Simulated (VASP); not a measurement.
Calculation: PBE GGA + U (Dudarev), VASP's PBE PAW potentials (set 64) (plane waves; VASP 6.6.1).

A VASP calculation is set up with these files.

File POSCAR:
```
AuZn
3.2034120
  0.9979400090   0.0000000000   0.0000000000
  0.0000000000   0.9653890914   0.0000000000
  0.0000000000   0.0000000000   1.0000000000
Zn Au
1 1
Cart
  0.4989700045   0.4826945457   0.5000000000
  0.0250912056   0.0000000000   0.0000000000
```

KPOINTS:
```
Automatic mesh
0
Gamma
10 11 10
0 0 0
```

### INCAR
```
ALGO = Normal
EDIFF = 1E-6
ENCUT = 400
GGA = PE
ISIF = 2
ISMEAR = 1
LASPH = .True.
LCHARG = .False.
LDAU = .True.
LDAUJ = 0 0
LDAUL = 2 -1
LDAUPRINT = 1
LDAUTYPE = 2
LDAUU = 8.0 0
LMAXMIX = 6
LORBIT = 10
LREAL = .False.
LWAVE = .False.
NELM = 100
PREC = Accurate
SIGMA = 0.1
SYSTEM = AuZn
```

POTCAR, in this order: Zn Au (PBE.64 set). Program: vasp_std.

Output of the run:

OSZICAR:
```
       N       E                     dE             d eps       ncg     rms          rms(c)
DAV:   1     0.110435883653E+03    0.11044E+03   -0.10280E+04  6727   0.170E+03
DAV:   2    -0.404873717686E+00   -0.11084E+03   -0.10789E+03  6879   0.312E+02
DAV:   3    -0.458660608153E+01   -0.41817E+01   -0.41726E+01  7649   0.719E+01
DAV:   4    -0.461002751054E+01   -0.23421E-01   -0.23418E-01  7761   0.491E+00
DAV:   5    -0.461020302557E+01   -0.17552E-03   -0.17551E-03  7719   0.376E-01    0.899E+00
DAV:   6    -0.417283384277E+01    0.43737E+00   -0.18100E+00  6564   0.124E+01    0.522E+00
DAV:   7    -0.415767582127E+01    0.15158E-01   -0.48862E-02  7358   0.491E+00    0.299E+00
DAV:   8    -0.415202350950E+01    0.56523E-02   -0.99396E-03  7523   0.126E+00    0.167E-01
DAV:   9    -0.415204503386E+01   -0.21524E-04   -0.26702E-04  7621   0.158E-01    0.534E-02
DAV:  10    -0.415205388930E+01   -0.88554E-05   -0.35559E-05  7880   0.717E-02    0.125E-02
DAV:  11    -0.415205503296E+01   -0.11437E-05   -0.43180E-06  6857   0.420E-02    0.388E-03
DAV:  12    -0.415205498872E+01    0.44239E-07   -0.34067E-07  3702   0.802E-03
   1 F= -.41520550E+01 E0= -.41521079E+01  d E =0.158781E-03
```

### OUTCAR
```
------------------------ aborting loop because EDIFF is reached ----------------------------------------
  FORCE on cell =-STRESS in cart. coord.  units (eV):
  Direction    XX          YY          ZZ          XY          YZ          ZX
  --------------------------------------------------------------------------------------
  Total       -0.3290499     -0.2538539     -0.3391955      0.0000000      0.0000000      0.0000000
  in kB      -16.6466628    -12.8424905    -17.1599267      0.0000000      0.0000000      0.0000000
  external PRESSURE =     -15.5496933 kB  Pullay stress =       0.0000000 kB
  volume of cell :       31.67
      direct lattice vectors                 reciprocal lattice vectors
     3.196813000  0.000000000  0.000000000     0.312811541  0.000000000  0.000000000
     0.000000000  3.092539000  0.000000000     0.000000000  0.323358897  0.000000000
     0.000000000  0.000000000  3.203412000     0.000000000  0.000000000  0.312167152
 POSITION                                       TOTAL-FORCE (eV/Angst)
 -----------------------------------------------------------------------------------
      1.59841      1.54627      1.60171         0.217284      0.000000      0.000000
      0.08038      0.00000      0.00000        -0.217284      0.000000      0.000000
 -----------------------------------------------------------------------------------
    total drift:                                0.000008      0.000000     -0.000000
  FREE ENERGIE OF THE ION-ELECTRON SYSTEM (eV)
  ---------------------------------------------------
  free  energy   TOTEN  =        -4.1520549887 eV

  energy  without entropy=       -4.1522137694  energy(sigma->0) =       -4.15210792

 total charge

# of ion       s       p       d       tot
------------------------------------------
    1        0.509   0.422   9.903  10.833
    2        0.630   0.377   8.694   9.701
--------------------------------------------------
tot          1.138   0.799  18.597  20.533
```
(Selected blocks of OUTCAR.)

The compound is AuZn in the CsCl type structure. The cell was not relaxed at this level, atoms are displaced from their ideal sites. The run is one of a series of settings (LDAU = .TRUE., LDAUJ = 0 0, LDAUL = 2 -1, LDAUTYPE = 2, LDAUU = 8.0 0 against the base run), some of them coarse on purpose. The electron count is odd and the run is not spin-polarised, which forces a metal.
